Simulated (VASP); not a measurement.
Level of theory: LDA (Ceperley-Alder, Perdew-Zunger), VASP's LDA PAW potentials (set 64) (plane waves; VASP).

A VASP calculation is set up with these files.

### POSCAR
```
GaSb
1
    0.0000000000     3.0500000000     3.0500000000
    3.0500000000     0.0000000000     3.0500000000
    3.0500000000     3.0500000000     0.0000000000
Ga Sb
1 1
Direct
  0.0000000000   0.0000000000   0.0000000000
  0.2500000000   0.2500000000   0.2500000000
```

**KPOINTS**
```
Automatic mesh
0
Gamma
7 7 7
0 0 0
```

### INCAR
```
# general
SYSTEM =GaSb
PREC   =Accurate
ENCUT  =400   # plane-wave cut-off (eV)
LREAL  =F
LASPH  =T   # aspherical one-centre terms

# electronic loop
EDIFF  =1E-6   # SCF stop (eV)
NELM   =100
ALGO   =Normal
LMAXMIX=4   # l cut-off of mixed one-centre charges

# smearing
ISMEAR =0   # Gaussian
SIGMA  =0.05

# ions
IBRION =2
NSW    =60
ISIF   =3   # ions, shape and volume
EDIFFG =-0.01   # ionic stop

# output
LWAVE  =F
LCHARG =F
```

POTCAR, in this order: Ga_d Sb (LDA.64 set). Program: vasp_std.

Energy and stress use the plane-wave basis of the starting cell. Unless said otherwise, spin-orbit coupling is left out, though it shifts the bands of the heavy elements here.

**Question.** What does the run give for the energy per atom (σ→0), volume per atom, band gap (on the k-mesh)?

**Answer.** 
energy per atom (σ→0): -4.329 eV/atom
band gap (on the k-mesh): 0.11 eV
volume per atom: 27.68 Å³/atom

**OSZICAR**
```
...
       N       E                     dE             d eps       ncg     rms          rms(c)
DAV:   1    -0.866843190554E+01   -0.99868E-02   -0.12903E-01   680   0.670E+00    0.550E-01
DAV:   2    -0.866104210991E+01    0.73898E-02   -0.14423E-02   650   0.244E+00    0.251E-01
DAV:   3    -0.865920576569E+01    0.18363E-02   -0.22335E-03   680   0.840E-01    0.561E-02
DAV:   4    -0.865900858732E+01    0.19718E-03   -0.21834E-04   671   0.225E-01    0.190E-02
DAV:   5    -0.865899079606E+01    0.17791E-04   -0.13066E-05   638   0.472E-02    0.556E-03
DAV:   6    -0.865899005895E+01    0.73712E-06   -0.24875E-06   440   0.299E-02
   3 F= -.86589901E+01 E0= -.86589516E+01  d E =-.548451E-02
```

The compound is GaSb in the zinc blende structure. This run relaxes it. Symmetry was kept, so distortions that lower it aren't found.
